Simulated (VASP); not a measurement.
# A single sheet of CdI2: relaxation and electronic structure

Aim: model a single sheet of CdI2 by a slab and find how far its highest filled level lies below the vacuum.

Main program and level: VASP 6.6.1; PBEsol; plane waves and PAW (I, Cd).

## (1) Starting point

The cell holds 3 atoms: 2 I and 1 Cd. Its edges and angles: a = 4.289 Å, b = 4.289 Å, c = 18.437 Å, α = 90.0°, β = 90.0°, γ = 120.0°. It derives from CdI2. 1 sheet cut from a layered arrangement of the crystal. Vacuum lies along c.

Coordinates:

```
I Cd
1.0
     4.28870    0.00000    0.00000
    -2.14435    3.71413    0.00000
     0.00000    0.00000   18.43652
I Cd
2 1
Cartesian
  0.0000 2.4761 10.9365
  0.0000 0.0000 7.5000
  2.1444 1.2380 9.2199
```

## (2) Surface relaxation

All atoms relax at the fixed cell.

File INCAR:

```
SYSTEM = CdI2
PREC = Normal
ENCUT = 300
EDIFF = 1E-05
NELM = 120
ISMEAR = 0
SIGMA = 0.05
LREAL = .FALSE.
ALGO = Fast
GGA = PS
NBANDS = 19
LORBIT = 11
LWAVE = .FALSE.
LCHARG = .FALSE.
KPAR = 2
IBRION = 2
NSW = 40
ISIF = 2
EDIFFG = -0.03
POTIM = 0.4
MAXMIX = 40
IDIPOL = 3
LDIPOL = .TRUE.
DIPOL = 0.5 0.5 0.5
```

File POSCAR:

```
CdI2
1.0
    4.2887031760      0.0000000000      0.0000000000
   -2.1443515880      3.7141258990      0.0000000000
    0.0000000000      0.0000000000     18.4365180971
I Cd
2 1
Direct
    0.3333333330      0.6666666670      0.5931986740
    0.0000000000      0.0000000000      0.4068013260
    0.6666666670      0.3333333330      0.5000885300
```

File KPOINTS:

```
Automatic mesh
0
Gamma
9 9 1
0 0 0
```

Potentials, in the order of the species: I and Cd (PBE family, release 64).

Started as:

```console
$ mpirun -np 2 vasp_std
```

Output:

```text
[banner, memory and clock lines left out]
running    2 mpi-ranks, on    1 nodes
 distrk:  each k-point on    1 cores,    2 groups
 distr:  one band on    1 cores,    1 groups

 POSCAR found type information on POSCAR I Cd
 POSCAR found :  2 types and       3 ions
|                                                                             |
|               ----> ADVICE to this user running VASP <----                  |
|                                                                             |
|     You enforced a specific xc type in the INCAR file but a different       |
|     [... a line on the potential file left out ...]
|     I HOPE YOU KNOW WHAT YOU ARE DOING!                                     |
|                                                                             |

 LDA part: xc-table for (Slater+PW92), standard interpolation
 POSCAR, INCAR and KPOINTS ok, starting setup
 FFT: planning ... GRIDC
 FFT: planning ... GRID_SOFT
 FFT: planning ... GRID
 WAVECAR not read
 entering main loop
       N       E                     dE             d eps       ncg     rms          rms(c)
DAV:   1     0.162471749315E+03    0.16247E+03   -0.69669E+03   456   0.654E+02
DAV:   2     0.692003531054E+01   -0.15555E+03   -0.15174E+03   624   0.185E+02
DAV:   3    -0.633565950702E+01   -0.13256E+02   -0.13211E+02   529   0.629E+01
DAV:   4    -0.668314863942E+01   -0.34749E+00   -0.34740E+00   679   0.991E+00
DAV:   5    -0.668574357438E+01   -0.25949E-02   -0.25948E-02   588   0.874E-01    0.596E+00
RMM:   6    -0.636588285793E+01    0.31986E+00   -0.57721E-01   456   0.435E+00    0.499E+00
RMM:   7    -0.633575430252E+01    0.30129E-01   -0.19464E-01   456   0.188E+00    0.163E+00
RMM:   8    -0.633170205168E+01    0.40523E-02   -0.14351E-02   456   0.891E-01    0.307E-01
RMM:   9    -0.633158873573E+01    0.11332E-03   -0.22012E-03   456   0.268E-01    0.955E-02
RMM:  10    -0.633166471616E+01   -0.75980E-04   -0.23550E-04   477   0.989E-02    0.247E-02
RMM:  11    -0.633171926720E+01   -0.54551E-04   -0.45731E-05   367   0.476E-02    0.123E-02
RMM:  12    -0.633176410469E+01   -0.44837E-04   -0.99914E-06   309   0.192E-02    0.599E-03
RMM:  13    -0.633180337563E+01   -0.39271E-04   -0.39436E-06   299   0.111E-02    0.366E-03
RMM:  14    -0.633181353380E+01   -0.10158E-04   -0.11286E-06   226   0.629E-03    0.258E-03
RMM:  15    -0.633184110010E+01   -0.27566E-04   -0.26664E-06   268   0.693E-03    0.218E-03
RMM:  16    -0.633184218005E+01   -0.10800E-05   -0.25595E-07   158   0.379E-03
   1 F= -.63318422E+01 E0= -.63318422E+01  d E =-.633184E+01
 curvature:   0.00 expect dE= 0.000E+00 dE for cont linesearch  0.000E+00
 trial: gam= 0.00000 g(F)=  0.294E-02 g(S)=  0.000E+00 ort = 0.000E+00 (trialstep = 0.100E+01)
 search vector abs. value=  0.294E-02
 bond charge predicted
       N       E                     dE             d eps       ncg     rms          rms(c)
DAV:   1    -0.633421827711E+01   -0.23772E-02   -0.88620E-02   513   0.125E+00    0.142E-01
RMM:   2    -0.633463551866E+01   -0.41724E-03   -0.48045E-03   456   0.418E-01    0.138E-01
RMM:   3    -0.633450630362E+01    0.12922E-03   -0.11535E-03   456   0.275E-01    0.549E-02
RMM:   4    -0.633452200179E+01   -0.15698E-04   -0.10889E-04   438   0.628E-02    0.392E-02
RMM:   5    -0.633453166258E+01   -0.96608E-05   -0.21868E-05   331   0.314E-02
   2 F= -.63345317E+01 E0= -.63345317E+01  d E =-.268948E-02
[...]
3 F= -.63394403E+01 E0= -.63394403E+01  d E =-.759814E-02
 curvature:  -2.41 expect dE=-0.509E-03 dE for cont linesearch -0.501E-03
 ZBRENT: extrapolating
 opt :   5.4579  next Energy=    -6.340009 (dE=-0.817E-02)
 bond charge predicted
       N       E                     dE             d eps       ncg     rms          rms(c)
DAV:   1    -0.633937229901E+01    0.64166E-04   -0.18784E-01   495   0.183E+00    0.197E-01
RMM:   2    -0.633996695958E+01   -0.59466E-03   -0.63714E-03   455   0.395E-01    0.212E-02
RMM:   3    -0.634003107347E+01   -0.64114E-04   -0.62013E-04   407   0.160E-01    0.225E-02
RMM:   4    -0.634004554794E+01   -0.14474E-04   -0.15023E-04   405   0.793E-02    0.351E-02
RMM:   5    -0.634004820401E+01   -0.26561E-05   -0.36060E-05   354   0.375E-02
   4 F= -.63400482E+01 E0= -.63400482E+01  d E =-.820602E-02
 curvature:  -2.74 expect dE=-0.184E-04 dE for cont linesearch -0.298E-05
 trial: gam= 0.02150 g(F)=  0.670E-05 g(S)=  0.000E+00 ort =-0.564E-04 (trialstep = 0.189E+01)
 search vector abs. value=  0.563E-05
 reached required accuracy - stopping structural energy minimisation
```

It took 17 s on 2 MPI ranks of AMD EPYC 7R43, shared host; peak memory 0.3 GiB; 32 s of CPU time.

Lines that name or quote the potential files are left out of all logs, and their timing lines are given in words.

OUTCAR, selected parts (step 2):

```text
ion  position               nearest neighbor table
   1  0.333  0.667  0.593-   3 3.01   3 3.01   3 3.01
   2  0.000  0.000  0.407-   3 3.01   3 3.01   3 3.01
   3  0.667  0.333  0.500-   1 3.01   1 3.01   1 3.01   2 3.01   2 3.01   2 3.01

  LATTYP: Found a hexagonal cell.
 ALAT       =     4.2887031760
 C/A-ratio  =     4.2988561671

 Subroutine GETGRP returns: Found  6 space group operations
 (whereof  6 operations were pure point group operations)

The static configuration has the point symmetry C_3v.

 Found     12 irreducible k-points:

   k-points           NKPTS =     12   k-points in BZ     NKDIM =     12   number of bands    NBANDS=     19

   dimension x,y,z NGX =    18 NGY =   18 NGZ =   80
   dimension x,y,z NGXF=    36 NGYF=   36 NGZF=  160

   ENCUT  =  300.0 eV  22.05 Ry    4.70 a.u.   6.06  6.06 26.04*2*pi/ulx,y,z

   NELECT =      26.0000    total number of electrons

 k-points in reciprocal lattice and weights: Automatic mesh
   0.00000000  0.00000000  0.00000000       0.012
   0.11111111 -0.00000000  0.00000000       0.074
   0.22222222  0.00000000  0.00000000       0.074
   0.33333333  0.00000000  0.00000000       0.074
   0.44444444  0.00000000  0.00000000       0.074
   0.11111111  0.11111111  0.00000000       0.074
   0.22222222  0.11111111  0.00000000       0.148
   0.33333333  0.11111111  0.00000000       0.148
   0.44444444  0.11111111  0.00000000       0.074
   0.22222222  0.22222222  0.00000000       0.074
   0.33333333  0.22222222  0.00000000       0.148
   0.33333333  0.33333333  0.00000000       0.025

 dipolmoment           0.000000      0.000000      0.000601 electrons x Angstroem

 average (electrostatic) potential at core
       1 -97.8985       2 -97.9058       3 -43.7959

 E-fermi :  -3.1360

 k-point     1 :       0.0000    0.0000    0.0000
  band No.  band energies     occupation
    ...
      9      -4.1158      2.00000
     10      -3.7155      2.00000
     11      -3.7155      2.00000
     12      -3.4288      2.00000
     13      -3.4288      2.00000
     14      -0.5719      0.00000
     15       0.9647      0.00000
     16       2.6351      0.00000
     17       2.7202      0.00000
     18       2.7542      0.00000
    ...

 k-point     2 :       0.1111   -0.0000    0.0000
  band No.  band energies     occupation
    ...
      9      -4.2442      2.00000
     10      -4.0464      2.00000
     11      -3.8988      2.00000
     12      -3.7559      2.00000
     13      -3.4088      2.00000
     14      -0.2416      0.00000
     15       1.4204      0.00000
     16       2.2654      0.00000
     17       2.7878      0.00000
     18       2.9632      0.00000
    ...

 k-point     3 :       0.2222    0.0000    0.0000
  band No.  band energies     occupation
    ...
      9      -5.0997      2.00000
     10      -4.3964      2.00000
     11      -4.2482      2.00000
     12      -3.9372      2.00000
     13      -3.4444      2.00000
     14      -0.0961      0.00000
     15       1.6902      0.00000
     16       2.7154      0.00000
     17       2.9868      0.00000
     18       3.3715      0.00000
    ...

  Total       -0.5327517     -0.5327517      0.0079765      0.0000000      0.0000000      0.0000000
  in kB       -2.9065239     -2.9065239      0.0435174      0.0000000      0.0000000      0.0000000
  external PRESSURE =      -1.9231768 kB  Pullay stress =       0.0000000 kB

  energy-cutoff  :      300.00
  volume of cell :      293.67
      direct lattice vectors                 reciprocal lattice vectors
     4.288703176  0.000000000  0.000000000     0.233170718  0.134621177  0.000000000
    -2.144351588  3.714125899  0.000000000     0.000000000  0.269242354  0.000000000
     0.000000000  0.000000000 18.436518097     0.000000000  0.000000000  0.054240177

 POSITION                                       TOTAL-FORCE (eV/Angst)
 -----------------------------------------------------------------------------------
     -0.00000      2.47608     10.89650         0.000000      0.000000     -0.001644
      0.00000      0.00000      7.54209        -0.000000      0.000000     -0.008386
      2.14435      1.23804      9.21781         0.000000     -0.000000      0.010030
 -----------------------------------------------------------------------------------
    total drift:                                0.000000     -0.000000      0.001520

  FREE ENERGIE OF THE ION-ELECTRON SYSTEM (eV)
  ---------------------------------------------------
  free  energy   TOTEN  =        -6.3400482040 eV

  energy  without entropy=       -6.3400482040  energy(sigma->0) =       -6.34004820

 reached required accuracy - stopping structural energy minimisation

 vacuum level on the upper side and lower side of the slab         2.954         2.948

 total charge
# of ion       s       p       d       tot
------------------------------------------
    1        1.512   2.759   0.013   4.284
    2        1.512   2.759   0.013   4.285
    3        0.388   0.245   9.544  10.177
--------------------------------------------------
tot          3.411   5.764   9.571  18.746

[... 3 further parts left out ...]
```

The gap is read on the k-mesh alone, so it is an upper bound where the band edges lie off the mesh. The PAW data sets were made with PBE, which is usual practice but a small mismatch for other functionals. The run keeps the 6 symmetry operations of its start, so it cannot find a distortion of lower symmetry.

Step by step:

```csv
step,energy less that of the first step (eV),largest force (eV/Å)
1,0.0000,0.1998
2,-0.0027,0.1615
3,-0.0076,0.0545
4,-0.0082,0.0100
```

The atoms that moved most (Å):

```csv
atom,dx,dy,dz,length
I2,0.000,0.000,0.042,0.042
I1,0.000,0.000,-0.040,0.040
```

The relaxed structure:

```cif
data_structure
_symmetry_space_group_name_H-M 'P 1'
_symmetry_Int_Tables_number 1
_cell_length_a 4.2887
_cell_length_b 4.2887
_cell_length_c 18.4365
_cell_angle_alpha 90.000
_cell_angle_beta 90.000
_cell_angle_gamma 120.000
_cell_volume 293.67
loop_
_atom_site_label
_atom_site_type_symbol
_atom_site_fract_x
_atom_site_fract_y
_atom_site_fract_z
_atom_site_occupancy
I1 I 0.33333 0.66667 0.59103 1
I2 I 0.00000 0.00000 0.40908 1
Cd3 Cd 0.66667 0.33333 0.49998 1
```

This step gave:

| Quantity | Value |
| --- | --- |
| electronic cycles | 32 |
| electrons | 26 |
| free energy (TOTEN) | -6.340 eV |
| Fermi energy | -3.136 eV |
| labelled metallic, from the levels on this mesh | no |
| dipole moment | 0, 0, 6.01e-4 e·Å |
| gap on the k-mesh | 2.544 eV |
| least direct gap on the k-mesh | 2.705 eV |

The run ended after 4 ionic steps, 0.008 eV below its first step, once the forces on the free atoms met EDIFFG = -0.03.

Only the dipole across the slab is computed (IDIPOL = 3); zeros along the plane are no results.

[end of part 1 of 3]

[Lines on the potential files, build, host, timing and source positions are cut from VASP's logs without a mark.]

[Logs are printed without paths, hosts, clocks, repeated set-up lines and the standing remarks that a program may print on its own settings, such as how far it seeks lower states.]

[Hosts, paths, dates, database ids (printed as entryN), source tags and the programs' standing remarks are cut or masked in the printed files.]

[In band tables of VASP the shares of atoms and orbitals are scaled to a sum of 1 inside the atoms' spheres.]

[Runs that stopped without an error message from VASP are left out.]
